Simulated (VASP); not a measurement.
Method: LDA (Ceperley-Alder, Perdew-Zunger), VASP's LDA PAW potentials (set 64) (plane waves; VASP).

A VASP calculation is set up with these files.

**INCAR**
```
ISIF=2   ! forces and stress, cell fixed
LWAVE=F
SYSTEM=MgS
PREC=Accurate
EDIFF=1E-7
LCHARG=T
ALGO=Normal
LREAL=F   ! projection in real space or not
NEDOS=601   ! DOS grid
LORBIT=11
LASPH=T   ! aspherical one-centre terms
ENCUT=520   ! plane-wave cut-off (eV)
NELM=100   ! most electronic steps
ISMEAR=-5
```

### KPOINTS
```
Automatic mesh
0
Gamma
10 10 10
0 0 0
```

**POSCAR**
```
MgS
1
    0.0000000000     2.5587005931     2.5587005931
    2.5587005931     0.0000000000     2.5587005931
    2.5587005931     2.5587005931     0.0000000000
Mg S
1 1
Direct
  0.0000000000   0.0000000000   0.0000000000
  0.5000000000   0.5000000000   0.5000000000
```

POTCAR, in this order: Mg S (LDA.64 set). Program: vasp_std.

### Question
Estimate the energy per atom (σ→0), band gap (on the k-mesh).

### Answer

energy per atom (σ→0): -4.796 eV/atom
band gap (on the k-mesh): 2.66 eV

**OSZICAR**
```
...
DAV:   6    -0.964677312264E+01    0.36788E+00   -0.94348E-01   784   0.476E+00    0.357E+00
DAV:   7    -0.959753002499E+01    0.49243E-01   -0.21087E-01   968   0.234E+00    0.223E+00
DAV:   8    -0.959290510722E+01    0.46249E-02   -0.93909E-03   888   0.734E-01    0.798E-01
DAV:   9    -0.959270101617E+01    0.20409E-03   -0.52111E-04   968   0.165E-01    0.241E-01
DAV:  10    -0.959269516410E+01    0.58521E-05   -0.20654E-05  1056   0.294E-02    0.838E-02
DAV:  11    -0.959269467520E+01    0.48890E-06   -0.44471E-06   984   0.125E-02    0.154E-02
DAV:  12    -0.959269466335E+01    0.11857E-07   -0.79825E-08   648   0.197E-03
   1 F= -.95926947E+01 E0= -.95926947E+01  d E =0.000000E+00
```

The compound is MgS in the rock salt structure. It was relaxed first.
